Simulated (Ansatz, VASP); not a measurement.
**Cross-check of Ge between VASP and Ansatz**

Wanted: the spread between two codes on one cell, functional and k mesh. The cell comes out of the VASP series on this material, whose earlier steps may have relaxed, scaled or displaced it; both programs get it as it stands.

Program: Ansatz 0.2.0. Level of theory: plane waves, with VASP 6.6.1 beside it; relaxation of cell and atoms at PBE. Results are calculated unless marked as measured.

### Step 1. The structure

The structure is cubic, space group Fd-3m (No. 227). The conventional cell has a = 5.789 Å, b = 5.789 Å, c = 5.789 Å, α = 90.00°, β = 90.00°, γ = 90.00°. Nearest to Ge lie 4 Ge at 2.51 Å.

### Step 2. VASP: relaxation of cell and atoms, PBE

The relaxed volume is the usual yardstick between codes: its relative difference is about their pressure difference at one cell divided by the bulk modulus.

Lines of VASP's logs that name or quote its potential files are left out, and so is its time.

Contents of INCAR:

```
SYSTEM = Ge
PREC = Accurate
ENCUT = 350
EDIFF = 1E-06
NELM = 120
ISMEAR = 0
SIGMA = 0.03
LREAL = .FALSE.
ALGO = Normal
GGA = PE
NBANDS = 10
LORBIT = 11
LWAVE = .FALSE.
LCHARG = .FALSE.
KPAR = 4
IBRION = 2
NSW = 30
ISIF = 3
EDIFFG = -0.02
POTIM = 0.4
```

Contents of POSCAR:

```
Ge
1.0
    0.0000000000      2.8944896625      2.8944896625
    2.8944896625      0.0000000000      2.8944896625
    2.8944896625      2.8944896625      0.0000000000
Ge
2
Direct
    0.0000000000      0.0000000000      0.0000000000
    0.2500000000      0.2500000000      0.2500000000
```

Contents of KPOINTS:

```
Automatic mesh
0
Gamma
6 6 6
0 0 0
```

PAW data sets: Ge (PBE family, release 64).

On the command line:

```
mpirun -np 4 vasp_std
```

Numbers of over 12 decimals in the logs are rounded to 6 here.

What it wrote:

```text
[banner, memory and clock lines left out]
running    4 mpi-ranks, on    1 nodes
 distrk:  each k-point on    1 cores,    4 groups
 distr:  one band on    1 cores,    1 groups

 POSCAR found type information on POSCAR Ge
 POSCAR found :  1 types and       2 ions
 LDA part: xc-table for (Slater+PW92), standard interpolation
 POSCAR, INCAR and KPOINTS ok, starting setup
 FFT: planning ... GRIDC
 FFT: planning ... GRID_SOFT
 FFT: planning ... GRID
 WAVECAR not read
 entering main loop
       N       E                     dE             d eps       ncg     rms          rms(c)
DAV:   1     0.774613425232E+01    0.77461E+01   -0.25986E+03   320   0.482E+02
DAV:   2    -0.855775718600E+01   -0.16304E+02   -0.15919E+02   484   0.734E+01
DAV:   3    -0.901287609015E+01   -0.45512E+00   -0.45421E+00   386   0.123E+01
DAV:   4    -0.901450680405E+01   -0.16307E-02   -0.16288E-02   380   0.797E-01
DAV:   5    -0.901450905297E+01   -0.22489E-05   -0.22493E-05   374   0.317E-02    0.283E+00
DAV:   6    -0.896325534942E+01    0.51254E-01   -0.22928E-02   350   0.783E-01    0.173E+00
DAV:   7    -0.893975201268E+01    0.23503E-01   -0.49864E-02   338   0.119E+00    0.109E-01
DAV:   8    -0.894094943449E+01   -0.11974E-02   -0.16495E-03   358   0.206E-01    0.273E-02
DAV:   9    -0.894112714969E+01   -0.17772E-03   -0.17391E-04   388   0.781E-02    0.177E-02
DAV:  10    -0.894113420022E+01   -0.70505E-05   -0.25624E-05   342   0.303E-02    0.550E-03
DAV:  11    -0.894113442588E+01   -0.22566E-06   -0.49760E-07   334   0.369E-03
   1 F= -.89411344E+01 E0= -.89409247E+01  d E =-.894113E+01
 curvature:   0.00 expect dE= 0.000E+00 dE for cont linesearch  0.000E+00
 trial: gam= 0.00000 g(F)=  0.583E-48 g(S)=  0.624E-07 ort = 0.000E+00 (trialstep = 0.100E+01)
 search vector abs. value=  0.625E-07
 reached required accuracy - stopping structural energy minimisation
```

Parts of OUTCAR (step 2):

```text
ion  position               nearest neighbor table
   1  0.000  0.000  0.000-   2 2.51   2 2.51   2 2.51   2 2.51
   2  0.250  0.250  0.250-   1 2.51   1 2.51   1 2.51   1 2.51

  LATTYP: Found a face centered cubic cell.
 ALAT       =     5.7889793250

 Subroutine GETGRP returns: Found 48 space group operations
 (whereof 24 operations were pure point group operations)

The static configuration has the point symmetry T_d .
 The point group associated with its full space group is O_h .

 Found     16 irreducible k-points:

   k-points           NKPTS =     16   k-points in BZ     NKDIM =     16   number of bands    NBANDS=     10

   dimension x,y,z NGX =    28 NGY =   28 NGZ =   28
   dimension x,y,z NGXF=    56 NGYF=   56 NGZF=   56

   ENCUT  =  350.0 eV  25.72 Ry    5.07 a.u.   6.24  6.24  6.24*2*pi/ulx,y,z

   NELECT =       8.0000    total number of electrons

 k-points in reciprocal lattice and weights: Automatic mesh
   0.00000000  0.00000000  0.00000000       0.005
   0.16666667  0.00000000  0.00000000       0.037
   0.33333333  0.00000000  0.00000000       0.037
   0.50000000  0.00000000  0.00000000       0.019
   0.16666667  0.16666667  0.00000000       0.028
   0.33333333  0.16666667  0.00000000       0.111
   0.50000000  0.16666667  0.00000000       0.111
  -0.33333333  0.16666667  0.00000000       0.111
  -0.16666667  0.16666667  0.00000000       0.056
[...]
-0.33333333  0.33333333  0.16666667       0.111
  -0.33333333  0.50000000  0.16666667       0.056

 average (electrostatic) potential at core
       1 -33.5159       2 -33.5159

 E-fermi :   3.1840

 k-point     1 :       0.0000    0.0000    0.0000
  band No.  band energies     occupation
      1      -9.0643      2.00000
      2       2.6519      2.00000
      3       3.2097      0.22683
      4       3.2097      0.22683
      5       3.2097      0.22683
      6       5.7074      0.00000
      7       5.7074      0.00000
    ...

 k-point     2 :       0.1667    0.0000    0.0000
  band No.  band energies     occupation
      1      -8.7506      2.00000
      2      -0.0071      2.00000
      3       2.7281      2.00000
      4       2.7281      2.00000
      5       3.9067      0.00000
      6       6.3505      0.00000
      7       6.3505      0.00000
      8       7.0845      0.00000
      9      10.7890      0.00000
    ...

 k-point     3 :       0.3333    0.0000    0.0000
  band No.  band energies     occupation
      1      -7.8871      2.00000
      2      -2.7136      2.00000
      3       2.1239      2.00000
      4       2.1239      2.00000
      5       3.4072      0.00000
      6       6.8870      0.00000
      7       6.8870      0.00000
      8       9.8625      0.00000
      9      10.8723      0.00000
    ...

  Total       -0.0010379     -0.0010379     -0.0010379     -0.0000000     -0.0000000     -0.0000000
  in kB       -0.0342861     -0.0342861     -0.0342861     -0.0000000     -0.0000000     -0.0000000
  external PRESSURE =      -0.0342861 kB  Pullay stress =       0.0000000 kB

  energy-cutoff  :      350.00
  volume of cell :       48.50
      direct lattice vectors                 reciprocal lattice vectors
     0.000000000  2.894489662  2.894489662    -0.172742023  0.172742023  0.172742023
     2.894489662  0.000000000  2.894489662     0.172742023 -0.172742023  0.172742023
     2.894489662  2.894489662  0.000000000     0.172742023  0.172742023 -0.172742023

 POSITION                                       TOTAL-FORCE (eV/Angst)
 -----------------------------------------------------------------------------------
      0.00000      0.00000      0.00000        -0.000000     -0.000000     -0.000000
      1.44724      1.44724      1.44724         0.000000      0.000000      0.000000
 -----------------------------------------------------------------------------------
    total drift:                                0.000000      0.000000     -0.000000

  FREE ENERGIE OF THE ION-ELECTRON SYSTEM (eV)
  ---------------------------------------------------
  free  energy   TOTEN  =        -8.9411344259 eV

  energy  without entropy=       -8.9407148874  energy(sigma->0) =       -8.94092466

 reached required accuracy - stopping structural energy minimisation

 total charge
# of ion       s       p       d       tot
------------------------------------------
    1        1.136   1.196   0.052   2.385
    2        1.136   1.196   0.052   2.385
--------------------------------------------------
tot          2.273   2.392   0.105   4.770

[... 3 further parts left out ...]
```

The data set Ge keeps the semicore shell frozen, which is cheaper and a little less accurate.

### Step 3. Ansatz: relaxation of cell and atoms, PBE

Ansatz runs on its default PAW (the set named soft_2) files.

The same cell, functional, mesh and smearing now go to Ansatz, which takes its cutoff from its data sets.

Contents of input.yaml:

```yaml
crystal:
  lattice:
    - [0.0, 2.8944896625, 2.8944896625]
    - [2.8944896625, 0.0, 2.8944896625]
    - [2.8944896625, 2.8944896625, 0.0]
  atoms:
    - { symbol: Ge, position: [0.0, 0.0, 0.0] }
    - { symbol: Ge, position: [0.25, 0.25, 0.25] }
hamiltonian:
  xc: pbe
  pseudopotentials: { kind: paw }
kpoints:
  mp_grid: { grid: [6, 6, 6] }
scf:
  occupations: { method: gaussian, width: 0.03 }
relax:
  f_tol: 0.01
  max_steps: 60
  cell: { stress_tol: 0.05 }
output:
  forces: true
  stress: true
  write_density: true
  write_potential: true
  elf: true
  volumetric_format: npy
```

On the command line:

```
ansatz run input.yaml --threads 4 --pin off --max-ram 9216MiB --backend cpu --events-out ev --progress --plain --runs-dir out
```

What it wrote:

```text
Engine: ansatz 0.2.0, aarch64-unknown-linux-gnu
Pseudopotentials: kind: paw
Pseudopotential: Ge, paw, valence charge 14, recommended cutoff 420 eV (normal), Ge.paw.azcp
Functional definition: PBE
  parameter kappa = 0.804
  parameter beta = 0.066725
  exchange = pbe_x(kappa = kappa, mu = beta*pi^2/3)
  correlation = pbe_c(beta = beta)
Crystal: 2 atoms, lattice volume = 48.500 Å³
Basis set: ecut = 420 eV, 941 PW (Γ), exchange–correlation on 60×60×60 points (8 copies of the dense FFT grid, shifted against one another)
Bands: 18, of which v1, the nominal top of the filled ones, is band 14 counted from 1 (13 counted from 0)
Symmetry: 48 space group operations
Space group: Fd-3m (ITA 227), of the structure as read, at distance tolerance 3.6e-5 Å
k-points: 16 of 216
Non-local potential: Ge, projectors of the file, l = 0: 2, l = 1: 2, l = 2: 3, l = 3: 1
PAW form: soft (Blöchl's): semilocal exchange-correlation on the pseudo side does not see the compensation charge
PAW one-centre angular grid: Ge, 590 points (default); XC on 64 Gauss nodes
Initial density: superposition of atomic densities (neutral atoms: chi_scale 0, normalization atom), corrected by the library's trained network
Initial wavefunctions: pseudopotential atomic-orbital guess
Functional: x = pbe(κ = 0.804, μ = 0.219515), c = pbe(β = 0.066725)
SCF iter   1: F=—  HF=-8589.923217 eV  |F-HF|=—  |Δ(HF+E_count)|=         —  Δρ=1.39e-3  dr2=1.11e-3  ethr=1.77e-3  ⟨swp⟩=6.0  Hψ=1327  notcnv=0
preconditioner: auto → LDOS  [insulator: Δε(μ)=0.461 eV  Ē_g=23.161 eV  σ=0.030 eV  W_gap=0.60  n_scr=14 (ndim 8)  ℏωp=28.2 eV  f_vac=0.099  D(μ)=0.96/eV (n_scr^D=8)  ε∞_Penn≈2.5  β→1.0]
SCF iter   2: F=—  HF=-8589.923416 eV  |F-HF|=—  |Δ(HF+E_count)|=   1.99e-4  Δρ=1.15e-3  dr2=3.87e-4  ethr=3.95e-6  ⟨swp⟩=2.0  Hψ=689  notcnv=0
SCF iter   3: F=—  HF=-8589.922999 eV  |F-HF|=—  |Δ(HF+E_count)|=   4.17e-4  Δρ=2.50e-4  dr2=3.13e-5  ethr=1.38e-6  ⟨swp⟩=2.0  Hψ=511  notcnv=0
SCF iter   4: F=—  HF=-8589.923010 eV  |F-HF|=—  |Δ(HF+E_count)|=   1.08e-5  Δρ=9.77e-5  dr2=5.00e-6  ethr=1.12e-7  ⟨swp⟩=2.0  Hψ=505  notcnv=0
SCF iter   5: F=—  HF=-8589.923013 eV  |F-HF|=—  |Δ(HF+E_count)|=   2.73e-6  Δρ=2.00e-5  dr2=1.40e-7  ethr=1.79e-8  ⟨swp⟩=2.0  Hψ=511  notcnv=0
SCF iter   6: F=-8589.923013 eV  HF=-8589.923013 eV  |F-HF|=7.75e-10  |Δ(HF+E_count)|=   3.37e-8  Δρ=1.28e-6  dr2=4.27e-10  ethr=3.57e-10  ⟨swp⟩=7.6  Hψ=1826  notcnv=0
SCF 1 converged in 6 iterations: F = -8589.923013 eV  dr2 = 4.27e-10
  greatest PAW one-centre occupation: 0.998 electrons in one spin orbital (limit 2), on the Ge atom at site 1 (counted from 0), in its partial waves of l = 2
relax step   1: F+E_penalty+E_count = -8589.92301267 eV  Δ(F+E_penalty+E_count) = +0.000e0 eV  max|allowed force component| = 6.939e-18 eV/Å  Δτ_max = 0.0000 Å  P = -0.655 GPa  Ω = 48.500 Å³  (6 SCF iters, dr2 threshold 1.00e-7 eV, accepted)
[...]
relax step   2: F+E_penalty+E_count = -8589.92427261 eV  Δ(F+E_penalty+E_count) = -1.260e-3 eV  max|allowed force component| = 6.014e-17 eV/Å  Δτ_max = 0.0000 Å  P = -0.151 GPa  Ω = 48.031 Å³  energy of the carried Pulay correction = +7.551e-5 eV  (5 SCF iters, dr2 threshold 2.00e-7 eV, accepted)
[...]
relax step   3: F+E_penalty+E_count = -8589.92435971 eV  Δ(F+E_penalty+E_count) = -8.710e-5 eV  max|allowed force component| = 4.626e-17 eV/Å  Δτ_max = 0.0000 Å  P = +0.003 GPa  Ω = 47.892 Å³  energy of the carried Pulay correction = +9.797e-5 eV  (4 SCF iters, dr2 threshold 5.69e-8 eV, accepted)
[...]
relax step   4: F+E_penalty+E_count = -8589.92428236 eV  Δ(F+E_penalty+E_count) = +7.735e-5 eV  max|allowed force component| = 9.714e-17 eV/Å  Δτ_max = 0.0000 Å  P = +0.001 GPa  Ω = 47.892 Å³  stress off target by 9.84e-4 GPa  SCF on the basis re-selected at this cell (its energy is not comparable with the rows above)  (5 SCF iters)
basis re-selected at this cell: Δ(F+E_penalty+E_count) = +7.735e-5 eV, ΔP = -0.002 GPa vs the last step (what re-selecting the basis moved, of the pressure what is left beyond the Pulay correction that the steps carried, after the strain that the cell walked since its last selection, with what the two solves' SCF thresholds leave and, on support functions, any second-order correction that the steps lacked; it is no m [...]
SCF converged after 5 iterations
Free energy (F): -8589.924282 eV
Harris-Foulkes:  -8589.924282 eV  (|F-HF|=0.00e0)
Internal energy: -8589.923847 eV  (E = F + TS)
E sigma→0 (E₀):  -8589.924065 eV
Entropy (-TS):   -0.000436 eV (-0.218 meV/atom)
Fermi energy:    7.857234 eV
--- Per-component energies (eV) ---
  E_band       = -315.710473
  E_kinetic    = 221.793615
  E_local      = -5021.500946  (includes V_loc(G=0)·N_el)
  E_nonlocal   = 836.481242
  E_hartree    = 2200.604471
  E_xc         = -150.568635
  E_vxc        = -128.438495  (∫ρ·V_xc dr)
  E_paw        = -4039.404803  (= ΣΔE_a)
  E_vpaw       = -625.255384  (= ΣTr[D̂ρ^β])
  E_aug_tail   = 0.000534  (compensation charges beyond the density's cutoff)
  E_ewald      = -2637.329325
  E_smearing   = -0.000436  (= −TS)
  E_closure    = 0.000000  (closes the sum)
  Σ components = -8589.924282   (vs F -8589.924282, Δ=0.00e0)
--- Forces (eV/Å), atoms counted from 1 ---
  atom   1  Ge    -0.00000000     0.00000000     0.00000000
  atom   2  Ge     0.00000000     0.00000000     0.00000000
  max |Σ_I F_I| component: 5.55e-17 eV/Å
--- Stress (GPa, compression-positive) ---
        0.000984      -0.000000      -0.000000
       -0.000000       0.000984      -0.000000
       -0.000000      -0.000000       0.000984
  P = ⅓ Tr σ = 0.0010 GPa (0.010 kbar)
--- Band table (eV; the first three rows and the last of 16) ---
  k-point 0: bands = [... 10 lower, -4.4977, 7.3908, 7.8610, 7.8610, 7.8610, 10.3815, 10.3815, 10.3815]
  k-point 1: bands = [... 10 lower, -4.1791, 4.6553, 7.3750, 7.3750, 8.6029, 11.0324, 11.0324, 11.7884]
  k-point 2: bands = [... 10 lower, -3.3011, 1.9163, 6.7654, 6.7654, 8.0970, 11.5724, 11.5724, 14.5954]
  k-point 15: bands = [... 10 lower, -0.7611, -0.7611, 4.3747, 4.3747, 10.5073, 10.5073, 14.1954, 14.1954]
--- Relaxed structure (3 steps of the walk, 3 accepted, 1 SCFs on fresh bases) ---
  F+E_penalty+E_count = -8589.92428236 eV   max|allowed force component| = 9.714e-17 eV/Å   (the final SCF, on the basis selected at the relaxed cell)
  cell:  # Å, volume = 47.8920 Å³
    - [0, 2.882333, 2.882333]
    - [2.882333, 0, 2.882333]
    - [2.882333, 2.882333, 0]
  atoms:
    - { symbol: Ge, position: [0, 0, 0] }
    - { symbol: Ge, position: [0.25, 0.25, 0.25] }
```

It took 1.4 s on 4 threads of Arm Neoverse V1, shared host; peak memory 0.33 GiB.

### Step 4. Differences

Known differences besides the PAW data sets themselves: both relaxations stop at a tolerance, which leaves soft axes loose, and VASP keeps its plane-wave basis; the data sets hold 28 valence electrons in Ansatz (default PAW (the set named soft_2) files) and 8 in VASP; the cutoff is 420 eV in Ansatz and 350 eV in VASP; VASP leaves aspherical gradient terms in its spheres out (LASPH is not set), Ansatz keeps them; Ansatz adds a Pulay correction to the stress that steers its cell, VASP none. Total energies have different zeros and are not compared.

Both answers:

```tsv
quantity	Ansatz	VASP	difference
volume (Å³)	47.89	48.50	-1.25 %
edge a after relaxation, in the typed setting (Å)	4.076	4.093	-0.42 %
```

The walks stopped with 0.00 GPa left in Ansatz and 0.00 GPa in VASP; each walk ends within a tolerance, so the volume difference is uncertain by about these residues over the bulk modulus, most in soft cells.

### Step 5. Outcome

```
difference in volume (relaxation of cell and atoms, PBE) : -1.3 %
```

In words: The difference in volume is -1.3 % (relaxation of cell and atoms, PBE), at about the 1.2 % picked in this series as the mark of a large difference, as far as the stopping tolerances let one tell. No further run was made for the relaxation of cell and atoms, PBE pair; the unlike valence counts (28 against 8 electrons) are a candidate cause, untested here. How closely two codes agree says nothing of how well the functional describes the real material.

[Lines on the potential files, build, host, timing and source positions are cut from VASP's logs without a mark.]

[Logs are printed without paths, hosts, clocks, repeated set-up lines and the standing remarks that a program may print on its own settings, such as how far it seeks lower states.]

[Hosts, paths, dates, database ids (printed as entryN), source tags and the programs' standing remarks are cut or masked in the printed files.]
